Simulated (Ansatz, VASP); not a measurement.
# Cross-check of SnTe between VASP and Ansatz, part 2 of 2

Wanted: the spread between two codes on one cell, functional and k mesh. The cell is taken from a series of runs on this material, whose earlier steps may have relaxed, scaled, displaced or heated it; both programs get it as it stands.

VASP 6.6.1 and Ansatz 0.2.0.

So far: The starting structure; Ansatz: zone-centre phonons, LDA.

## (3) VASP: zone-centre phonons, LDA

Level of this step: LDA; plane waves and PAW (Sn_d, Te) (VASP).

The same cell, functional (in two slightly different forms) and mesh now go to VASP, with its own data sets.

Lines of VASP's logs that name or quote its potential files are left out, and so is its time.

Contents of INCAR:

```
SYSTEM = SnTe
PREC = Accurate
ENCUT = 500
EDIFF = 1E-08
NELM = 120
ISMEAR = 0
SIGMA = 0.01
LREAL = .FALSE.
ALGO = Normal
GGA = PW92
NBANDS = 16
LORBIT = 11
LWAVE = .FALSE.
LCHARG = .FALSE.
ISIF = 2
IBRION = 8
LASPH = .TRUE.
GGA_COMPAT = .FALSE.
EFERMI = MIDGAP
KPAR = 2
```

Contents of POSCAR:

```
SnTe
1.0
    0.0000000000      3.0866667758      3.1190747280
    3.0866667758      0.0000000000      3.1190747280
    3.0866667758      3.0866667758      0.0000000000
Sn Te
1 1
Direct
    0.0000000000      0.0000000000      0.0000000000
    0.5000000000      0.5000000000      0.5000000000
```

Contents of KPOINTS:

```
Automatic mesh
0
Gamma
12 12 12
0 0 0
```

Potentials, in the order of the species: Sn_d and Te (LDA family, release 64).

Launch:

```sh
mpirun -np 2 vasp_std
```

Numbers of over 12 decimals in the logs are rounded to 6 here.

What it wrote:

```text
[banner, memory and clock lines left out]
running    2 mpi-ranks, on    1 nodes
 distrk:  each k-point on    1 cores,    2 groups
 distr:  one band on    1 cores,    1 groups

 POSCAR found type information on POSCAR SnTe
 POSCAR found :  2 types and       2 ions
|                                                                             |
|               ----> ADVICE to this user running VASP <----                  |
|                                                                             |
|     You enforced a specific xc type in the INCAR file but a different       |
|     [... a line on the potential file left out ...]
|     I HOPE YOU KNOW WHAT YOU ARE DOING!                                     |
|                                                                             |

 LDA part: xc-table for (Slater(with rela. corr.)+PW92), standard interpolation
 POSCAR, INCAR and KPOINTS ok, starting setup
 FFT: planning ... GRIDC
 FFT: planning ... GRID_SOFT
 FFT: planning ... GRID
 WAVECAR not read
 entering main loop
       N       E                     dE             d eps       ncg     rms          rms(c)
DAV:   1     0.124199017554E+03    0.12420E+03   -0.94605E+03  5288   0.143E+03
DAV:   2     0.168849228419E+01   -0.12251E+03   -0.11966E+03  5672   0.355E+02
DAV:   3    -0.857981378718E+01   -0.10268E+02   -0.10232E+02  6616   0.894E+01
DAV:   4    -0.885923434860E+01   -0.27942E+00   -0.27937E+00  6288   0.161E+01
DAV:   5    -0.887161917804E+01   -0.12385E-01   -0.12385E-01  7776   0.314E+00    0.522E+00
DAV:   6    -0.882336890949E+01    0.48250E-01   -0.96711E-02  7600   0.228E+00    0.327E+00
DAV:   7    -0.881856134260E+01    0.48076E-02   -0.38885E-02  6896   0.109E+00    0.641E-01
DAV:   8    -0.881758297686E+01    0.97837E-03   -0.66699E-03  6640   0.671E-01    0.148E-01
DAV:   9    -0.881762180753E+01   -0.38831E-04   -0.53956E-04  7368   0.224E-01    0.527E-02
DAV:  10    -0.881760108605E+01    0.20721E-04   -0.70109E-05  6944   0.788E-02    0.234E-02
DAV:  11    -0.881760146263E+01   -0.37658E-06   -0.20457E-05  7016   0.388E-02    0.131E-02
DAV:  12    -0.881760106824E+01    0.39439E-06   -0.19448E-06  6672   0.129E-02    0.782E-03
DAV:  13    -0.881760104319E+01    0.25051E-07   -0.30769E-07  6912   0.393E-03    0.259E-03
DAV:  14    -0.881760103869E+01    0.44984E-08   -0.22277E-08  5680   0.174E-03
   1 F= -.88176010E+01 E0= -.88176010E+01  d E =-.597749E-88
 Linear response reoptimize wavefunctions to high precision
DAV:   1    -0.881760103889E+01   -0.19918E-09   -0.13072E-09  5464   0.263E-04
DAV:   2    -0.881760103888E+01    0.10004E-10   -0.10676E-10  3584   0.955E-05
 Linear response DOF=           4
 Linear response progress:
  Degree of freedom:   1/  4
       N       E                     dE             d eps       ncg     rms          rms(c)
RMM:   1    -0.217524302806E+00   -0.21752E+00    0.35098E-01 10840   0.107E+01
RMM:   2    -0.222976593661E+00   -0.54523E-02   -0.11941E-02 15779   0.881E-01    0.885E-02
RMM:   3    -0.222833112852E+00    0.14348E-03   -0.91902E-04 17361   0.244E-01    0.467E-02
RMM:   4    -0.222577140249E+00    0.25597E-03   -0.86304E-05 17373   0.742E-02    0.809E-03
RMM:   5    -0.222578592777E+00   -0.14525E-05   -0.76172E-06 17882   0.226E-02    0.378E-03
RMM:   6    -0.222585684346E+00   -0.70916E-05   -0.13228E-06 17647   0.782E-03    0.128E-03
RMM:   7    -0.222585268968E+00    0.41538E-06   -0.34106E-07 18157   0.309E-03    0.790E-04
RMM:   8    -0.222582975962E+00    0.22930E-05    0.24585E-07 17612   0.134E-03    0.247E-04
RMM:   9    -0.222582705284E+00    0.27068E-06    0.32925E-07 18679   0.627E-04    0.201E-04
RMM:  10    -0.222582458408E+00    0.24688E-06    0.65900E-07 18435   0.312E-04    0.159E-04
RMM:  11    -0.222582554712E+00   -0.96304E-07    0.43694E-07 19341   0.161E-04    0.331E-04
RMM:  12    -0.222582231708E+00    0.32300E-06    0.22043E-07 17702   0.102E-04    0.128E-04
RMM:  13    -0.222582079807E+00    0.15190E-06    0.10156E-07 18353   0.623E-05    0.214E-05
RMM:  14    -0.222582048626E+00    0.31181E-07    0.43876E-08 19091   0.380E-05    0.668E-06
RMM:  15    -0.222582014778E+00    0.33848E-07    0.22360E-08 17238   0.281E-05    0.105E-06
RMM:  16    -0.222582008197E+00    0.65811E-08    0.10301E-08 16370   0.228E-05    0.124E-06
 first order change of Fermi-energy   0.17915E-03
 force on displaced ion       1 direction 1 :  -0.552   0.000   0.000
 Linear response progress:
  Degree of freedom:   2/  4
       N       E                     dE             d eps       ncg     rms          rms(c)
RMM:   1    -0.217371762863E+00   -0.21737E+00    0.35960E-01  6313   0.108E+01
RMM:   2    -0.222862468738E+00   -0.54907E-02   -0.11873E-02  9130   0.878E-01    0.817E-02
RMM:   3    -0.222741876187E+00    0.12059E-03   -0.91437E-04  9993   0.242E-01    0.428E-02
RMM:   4    -0.222505156418E+00    0.23672E-03   -0.80939E-05 10078   0.722E-02    0.826E-03
RMM:   5    -0.222502922524E+00    0.22339E-05   -0.75009E-06 10387   0.221E-02    0.375E-03
RMM:   6    -0.222508321542E+00   -0.53990E-05   -0.12585E-06 10240   0.762E-03    0.135E-03
RMM:   7    -0.222508264620E+00    0.56922E-07   -0.33124E-07 10527   0.300E-03    0.728E-04
RMM:   8    -0.222505511183E+00    0.27534E-05    0.14514E-07 10132   0.133E-03    0.157E-04
RMM:   9    -0.222505557135E+00   -0.45952E-07    0.43427E-07 10833   0.599E-04    0.178E-04
RMM:  10    -0.222505438793E+00    0.11834E-06    0.50270E-07 10870   0.291E-04    0.195E-04
RMM:  11    -0.222505447510E+00   -0.87172E-08    0.39491E-07 10924   0.157E-04    0.382E-04
RMM:  12    -0.222505128684E+00    0.31883E-06    0.18720E-07  9727   0.908E-05    0.112E-04
RMM:  13    -0.222504884074E+00    0.24461E-06    0.90622E-08 10376   0.614E-05    0.650E-05
RMM:  14    -0.222504829930E+00    0.54143E-07    0.34722E-08 11088   0.359E-05    0.876E-05
RMM:  15    -0.222504849995E+00   -0.20064E-07    0.16343E-08 10703   0.236E-05    0.402E-05
RMM:  16    -0.222504882570E+00   -0.32575E-07    0.68363E-09 10077   0.189E-05    0.681E-07
RMM:  17    -0.222504887719E+00   -0.51493E-08    0.37586E-09  7910   0.155E-05    0.501E-06
 first order change of Fermi-energy  -0.10762E-03
 force on displaced ion       1 direction 3 :   0.000   0.000  -0.329
 Linear response progress:
  Degree of freedom:   3/  4
       N       E                     dE             d eps       ncg     rms          rms(c)
RMM:   1    -0.478673057916E-01   -0.47867E-01    0.63850E-02 19236   0.906E-01
RMM:   2    -0.482558616853E-01   -0.38856E-03   -0.20752E-03 16845   0.228E-01    0.716E-02
RMM:   3    -0.484064914657E-01   -0.15063E-03   -0.16859E-04 17050   0.659E-02    0.515E-02
RMM:   4    -0.486366776516E-01   -0.23019E-03   -0.26747E-05 16856   0.330E-02    0.595E-03
RMM:   5    -0.486428574943E-01   -0.61798E-05   -0.11355E-06 17366   0.801E-03    0.311E-03
RMM:   6    -0.486440955209E-01   -0.12380E-05   -0.99265E-08 16988   0.230E-03    0.777E-04
RMM:   7    -0.486424786406E-01    0.16169E-05   -0.34739E-09 17366   0.489E-04    0.125E-04
RMM:   8    -0.486426264953E-01   -0.14785E-06    0.15761E-08 16846   0.155E-04    0.408E-05
RMM:   9    -0.486426273252E-01   -0.82986E-09    0.19101E-07 18168   0.568E-05    0.178E-05
RMM:  10    -0.486426523922E-01   -0.25067E-07    0.36201E-07 18204   0.202E-05    0.299E-06
RMM:  11    -0.486426352961E-01    0.17096E-07    0.10241E-08 17065   0.102E-05    0.888E-07
RMM:  12    -0.486426354922E-01   -0.19610E-09   -0.32400E-08 13691   0.773E-06    0.339E-07
 first order change of Fermi-energy  -0.27076E-03
 force on displaced ion       2 direction 1 :  -0.557   0.000   0.000
 Linear response progress:
  Degree of freedom:   4/  4
       N       E                     dE             d eps       ncg     rms          rms(c)
RMM:   1    -0.478869360499E-01   -0.47887E-01    0.62400E-02 11100   0.888E-01
RMM:   2    -0.482419787199E-01   -0.35504E-03   -0.20355E-03  9785   0.224E-01    0.664E-02
RMM:   3    -0.483904395141E-01   -0.14846E-03   -0.16631E-04  9886   0.646E-02    0.479E-02
RMM:   4    -0.486113053139E-01   -0.22087E-03   -0.25268E-05  9801   0.316E-02    0.584E-03
RMM:   5    -0.486194866759E-01   -0.81814E-05   -0.11045E-06 10085   0.773E-03    0.298E-03
RMM:   6    -0.486202554579E-01   -0.76878E-06   -0.98391E-08  9851   0.221E-03    0.759E-04
RMM:   7    -0.486186054128E-01    0.16500E-05   -0.17498E-08 10075   0.478E-04    0.122E-04
RMM:   8    -0.486187173699E-01   -0.11196E-06   -0.44767E-08  9802   0.148E-04    0.407E-05
RMM:   9    -0.486187100595E-01    0.73104E-08    0.18878E-07 10543   0.537E-05    0.173E-05
RMM:  10    -0.486187361753E-01   -0.26116E-07    0.36280E-07 10572   0.182E-05    0.275E-06
RMM:  11    -0.486187177099E-01    0.18465E-07    0.29544E-08  9709   0.911E-06    0.772E-07
RMM:  12    -0.486187184721E-01   -0.76216E-09   -0.21497E-09  7436   0.675E-06    0.341E-07
 first order change of Fermi-energy   0.20329E-03
 force on displaced ion       2 direction 3 :   0.000   0.000  -0.316
 Linear response finished
```

OUTCAR, selected parts (step 3):

```text
ion  position               nearest neighbor table
   1  0.000  0.000  0.000-   2 3.09   2 3.09   2 3.09   2 3.09   2 3.12   2 3.12
   2  0.500  0.500  0.500-   1 3.09   1 3.09   1 3.09   1 3.09   1 3.12   1 3.12

  LATTYP: Found a body centered tetragonal cell.
 ALAT       =     4.3652060169
 C/A-ratio  =     1.4290618660

 Subroutine GETGRP returns: Found 16 space group operations
 (whereof 16 operations were pure point group operations)

The static configuration has the point symmetry D_4h.

 Found    163 irreducible k-points:

   k-points           NKPTS =    163   k-points in BZ     NKDIM =    163   number of bands    NBANDS=     16

   dimension x,y,z NGX =    32 NGY =   32 NGZ =   32
   dimension x,y,z NGXF=    64 NGYF=   64 NGZF=   64

   ENCUT  =  500.0 eV  36.75 Ry    6.06 a.u.   8.00  8.00  7.96*2*pi/ulx,y,z

   NELECT =      20.0000    total number of electrons

 k-points in reciprocal lattice and weights: Automatic mesh
   0.00000000  0.00000000  0.00000000       0.001
   0.08333333  0.00000000  0.00000000       0.005
   0.16666667  0.00000000  0.00000000       0.005
   0.25000000  0.00000000  0.00000000       0.005
   0.33333333  0.00000000  0.00000000       0.005
   0.41666667 -0.00000000  0.00000000       0.005
   0.50000000  0.00000000  0.00000000       0.002
   0.08333333  0.08333333  0.00000000       0.001
   0.16666667  0.08333333  0.00000000       0.005
[...]
-0.33333333  0.16666667  0.50000000       0.002
  -0.25000000  0.25000000  0.50000000       0.001

 average (electrostatic) potential at core
       1 -99.7906       2 -88.1897

  Total        0.6154925      0.6154925      0.0228288      0.0000000     -0.0000000      0.0000000
  in kB       16.5919751     16.5919751      0.6154013      0.0000000     -0.0000000      0.0000000
  external PRESSURE =      11.2664505 kB  Pullay stress =       0.0000000 kB

  energy-cutoff  :      500.00
  volume of cell :       59.43
      direct lattice vectors                 reciprocal lattice vectors
     0.000000000  3.086666776  3.119074728    -0.161987035  0.161987035  0.160303950
     3.086666776  0.000000000  3.119074728     0.161987035 -0.161987035  0.160303950
     3.086666776  3.086666776  0.000000000     0.161987035  0.161987035 -0.160303950

 POSITION                                       TOTAL-FORCE (eV/Angst)
 -----------------------------------------------------------------------------------
      0.00000      0.00000      0.00000         0.000000     -0.000000     -0.000000
      3.08667      3.08667      3.11907        -0.000000      0.000000      0.000000
 -----------------------------------------------------------------------------------
    total drift:                                0.000000     -0.000000     -0.000000

 Eigenvectors and eigenvalues of the dynamical matrix
 ----------------------------------------------------

   1 f  =    1.484507 THz     9.327435 2PiTHz   49.517835 cm-1     6.139426 meV
             X         Y         Z           dx          dy          dz
      0.000000  0.000000  0.000000     0.000000    0.718106    0.000000
      3.086667  3.086667  3.119075     0.000000   -0.695933    0.000000

   2 f  =    1.484507 THz     9.327435 2PiTHz   49.517835 cm-1     6.139426 meV
             X         Y         Z           dx          dy          dz
      0.000000  0.000000  0.000000     0.718106    0.000000    0.000000
      3.086667  3.086667  3.119075    -0.695933    0.000000    0.000000

   3 f  =    1.132099 THz     7.113187 2PiTHz   37.762752 cm-1     4.681982 meV
             X         Y         Z           dx          dy          dz
      0.000000  0.000000  0.000000     0.000000    0.000000    0.726774
      3.086667  3.086667  3.119075     0.000000    0.000000   -0.686876

   4 f/i=    0.003520 THz     0.022114 2PiTHz    0.117401 cm-1     0.014556 meV
             X         Y         Z           dx          dy          dz
      0.000000  0.000000  0.000000    -0.695933    0.000000    0.000000
      3.086667  3.086667  3.119075    -0.718106    0.000000    0.000000

   5 f/i=    0.003520 THz     0.022114 2PiTHz    0.117401 cm-1     0.014556 meV
             X         Y         Z           dx          dy          dz
      0.000000  0.000000  0.000000     0.000000   -0.695933    0.000000
      3.086667  3.086667  3.119075     0.000000   -0.718106    0.000000

   6 f/i=    0.011509 THz     0.072314 2PiTHz    0.383903 cm-1     0.047598 meV
             X         Y         Z           dx          dy          dz
      0.000000  0.000000  0.000000     0.000000    0.000000   -0.686876
      3.086667  3.086667  3.119075     0.000000    0.000000   -0.726774

 ELASTIC MODULI CONTR FROM IONIC RELAXATION (kBar)
 Direction    XX          YY          ZZ          XY          YZ          ZX
 --------------------------------------------------------------------------------
 XX           0.0000      0.0000      0.0000      0.0000      0.0000      0.0000
 YY           0.0000      0.0000      0.0000      0.0000      0.0000      0.0000
 ZZ           0.0000      0.0000      0.0000      0.0000      0.0000      0.0000
 XY           0.0000      0.0000      0.0000      0.0000      0.0000      0.0000
 YZ           0.0000      0.0000      0.0000      0.0000      0.0000      0.0000
 ZX           0.0000      0.0000      0.0000      0.0000      0.0000      0.0000
 --------------------------------------------------------------------------------
```

The gap is read on the k-mesh alone, so it is an upper bound where the band edges lie off the mesh. Energies printed during the response cycles are not total energies of the cell.

## (4) Comparison

Known differences besides the potentials themselves: fixed occupations in Ansatz, narrow Gaussian smearing in VASP; the data sets hold 30 valence electrons in Ansatz (on its PAW soft_1 files) and 20 in VASP; the cutoff is 420 eV in Ansatz and 500 eV in VASP; VASP's log shows a relativistic correction to its local exchange, Ansatz's none. Total energies have different zeros and are not compared.

Both answers:

| quantity | Ansatz | VASP | difference |
| --- | --- | --- | --- |
| optical mode 1 (cm⁻¹) | 33.7 | 37.8 | -4.1 |
| optical mode 2 to 3 (cm⁻¹) | 46.7 | 49.5 | -2.8 |

Modes are paired by rising frequency, not by their patterns, so a pair may set unlike modes beside each other; they are those without the splitting of longitudinal modes.

## (5) Results

* r.m.s. difference of the optical zone-centre modes, each program's sorted by frequency (zone-centre phonons, LDA): 3.3 cm⁻¹

The r.m.s. difference of the optical zone-centre modes, each program's sorted by frequency is 3.3 cm⁻¹ (zone-centre phonons, LDA). The data sets hold unlike numbers of valence electrons (30 in Ansatz and 20 in VASP), so part of the differences comes from the potentials. How closely two codes agree says nothing of how well the functional describes the real material.

[Lines on the potential files, build, host, timing and source positions are cut from VASP's logs without a mark.]

[Logs are printed without paths, hosts, clocks, repeated set-up lines and the standing remarks that a program may print on its own settings, such as how far it seeks lower states.]

[Hosts, paths, dates, database ids (printed as entryN), source tags and the programs' standing remarks are cut or masked in the printed files.]
